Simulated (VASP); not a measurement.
Here is the system:

```yaml
crystal:
  lattice:
    - [-1.39882, 1.39882, 1.42737]
    - [1.39882, -1.39882, 1.42737]
    - [1.39882, 1.39882, -1.42737]
  atoms:
    - { symbol: Fe, position: [0.00000, 0.00000, 0.00000], spin: 2.7 }
```

These are r2SCAN meta-GGA, VASP's PBE PAW potentials (set 64) (plane waves; VASP 6.6.1) values and carry that method's errors. Numerical set-up: 480 eV cut-off, 16×16×16 Γ-centred mesh, first-order Methfessel-Paxton smearing of 0.10 eV, potentials Fe.

**Question.** Give the stress tensor in GPa (positive for a compressed cell).

**Answer.** 
```
10.03   0.00   0.00
 0.00  10.03   0.00
 0.00   0.00   8.66
```
The pressure is its mean diagonal, 9.57 GPa.

The compound is Fe in the bcc structure. This cell was strained or had an atom moved on purpose.
